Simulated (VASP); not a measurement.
A run of VASP 6.6.1 is set up as follows.

File INCAR:

```
PREC = Accurate
ENCUT = 600
EDIFF = 1E-7
ISMEAR = 0
SIGMA = 0.03
LREAL = F
LASPH = T
NELM = 150
ALGO = Normal
ISIF = 3
LWAVE = F
LCHARG = F
ISPIN = 2
MAGMOM = 2 0
LORBIT = 11
LMAXMIX = 4
LDAU = T
LDAUTYPE = 2
LDAUL = 2 -1
LDAUU = 6.2 0
LDAUJ = 0 0
LDAUPRINT = 1
GGA = PE
IBRION = 2
NSW = 90
EDIFFG = -0.005
AMIX = 0.2
BMIX = 1E-4
AMIX_MAG = 0.8
BMIX_MAG = 1E-4
```

File KPOINTS:

```
Automatic mesh
0
Gamma
  12 12 12
```

File POSCAR:

```
NiO                                     
1.0
    0.0000000000      2.0978138330      2.0978138330
    2.0978138330      0.0000000000      2.0978138330
    2.0978138330      2.0978138330     -0.0000000000
  Ni              O             
     1     1
Direct
     0.0000000000000000    0.0000000000000000    0.0000000000000000
     0.5000000000000000    0.5000000000000000    0.5000000000000000
```

Potentials or basis: VASP PAW PBE potentials, release 64 (Ni, O).

The run is started by

```console
$ cat potpaw_PBE.64/Ni/POTCAR potpaw_PBE.64/O/POTCAR > POTCAR
$ mpirun -np 1 vasp_std > vasp.out
```

Question: What does it give for the band gap on the k mesh?

Answer: 2.55 eV, indirect (least direct gap 3.19 eV).

Question: Predict the net moment.

Answer: 2.00 μB per cell.

Question: What does it give for the site moments?

Answer: Ni +1.82; O +0.17 μB.

Eigenvalues of the final occupation matrices:
```tsv
site	spin	trace	eigenvalues
site 1 d	1	5.02	0.98 0.98 0.98 1.04 1.04
site 1 d	2	3.22	0.14 0.14 0.98 0.98 0.98
```

Caveat: the relaxation stopped at its first step, so nothing moved; a cell with one magnetic atom can't hold antiferromagnetic order, which such compounds often take. The state reached can hang on the start; a lower one may exist.
